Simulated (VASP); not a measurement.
Given:

```
La2O3
1.0
    1.96405    -3.40184     0.00000
    1.96405     3.40184     0.00000
    0.00000     0.00000     6.09339
La O
2 3
Direct
  0.33333   0.66667   0.24535
  0.66667   0.33333   0.75465
  0.00000   0.00000   0.00000
  0.33333   0.66667   0.64612
  0.66667   0.33333   0.35388
```

Method: rev-vdW-DF2, VASP's PBE PAW potentials (set 64) (plane waves; VASP). Numerical set-up: 520 eV cut-off, 7×7×4 Γ-centred mesh, tetrahedra with Blöchl corrections, potentials La O.

What does the run give for the energy per atom (σ→0)?

The energy per atom (σ→0) comes out as -6.870 eV/atom.

The compound is La2O3 in the a-type structure. It was relaxed first.
